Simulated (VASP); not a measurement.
A convergence study with VASP on WSi₂ (MoSi2 type): one setting is varied, all else stays as given below, so the limit is that of these other settings.

```xyz
3
Lattice="-1.6050 1.6050 3.9150 1.6050 -1.6050 3.9150 1.6050 1.6050 -3.9150" Properties=species:S:1:pos:R:3 pbc="T T T"
Si     0.0000     0.0000     5.2069
Si     0.0000     0.0000     2.6231
W      0.0000     0.0000     0.0000
```

Calculation: PBE GGA, VASP's PBE PAW potentials (set 64) (plane waves; VASP). The tightest run used: 550 eV cut-off, 23×23×23 Γ-centred mesh, first-order Methfessel-Paxton smearing of 0.10 eV, potentials Si W_sv.

The reference is 23×23×23 mesh, which took about 9 core-minutes. Times come from single runs on busy shared machines, so they are rough: good to a factor of about 2.

Of the settings 1×1×1 mesh; 2×2×2 mesh; 3×3×3 mesh; 4×4×4 mesh; 5×5×5 mesh; 6×6×6 mesh; 7×7×7 mesh; 8×8×8 mesh; 9×9×9 mesh; 10×10×10 mesh; 11×11×11 mesh; 12×12×12 mesh; 13×13×13 mesh; 14×14×14 mesh; 15×15×15 mesh; 16×16×16 mesh; 17×17×17 mesh; 18×18×18 mesh; 19×19×19 mesh; 20×20×20 mesh; 21×21×21 mesh; 22×22×22 mesh; 23×23×23 mesh, which is the lowest that keeps the difference from the reference in the stress, largest component (GPa) within 0.2 from there on, and what does it cost?

9×9×9 mesh; its cost over the reference is about 1/10.
| setting | difference in the stress, largest component (GPa) | cost over the reference |
|---|---|---|
| 1×1×1 mesh | 40.07 | about 1/90 |
| 2×2×2 mesh | 5.80 | about 1/90 |
| 3×3×3 mesh | 5.09 | about 1/60 |
| 4×4×4 mesh | 2.11 | about 1/50 |
| 5×5×5 mesh | 0.26 | about 1/30 |
| 6×6×6 mesh | 0.15 | about 1/20 |
| 7×7×7 mesh | 0.16 | about 1/10 |
| 8×8×8 mesh | 0.33 | about 1/10 |
| 9×9×9 mesh | 0.07 | about 1/10 |
| 10×10×10 mesh | 0.15 | about 1/8 |
| 11×11×11 mesh | 0.11 | about 1/6 |
| 12×12×12 mesh | 0.16 | about 1/5 |
| 13×13×13 mesh | 0.09 | about 1/4 |
| 14×14×14 mesh | 0.03 | about 1/3 |
| 15×15×15 mesh | 0.02 | about 1/2 |
| 16×16×16 mesh | 0.07 | about 1/3 |
| 17×17×17 mesh | 0.06 | within a factor of 2 |
| 18×18×18 mesh | 0.03 | about 1/3 |
| 19×19×19 mesh | 0.02 | about 1/2 |
| 20×20×20 mesh | 0.01 | within a factor of 2 |
| 21×21×21 mesh | 0.00 | within a factor of 2 |
| 22×22×22 mesh | 0.01 | within a factor of 2 |
| 23×23×23 mesh | 0.00 | reference |

Left out are rungs that failed or repeat a setting and relaxations that didn't move; long series are thinned to 24 rows.

The compound is WSi2 in the MoSi2 type structure. The cell was not relaxed at this level, forces remain on its atoms.
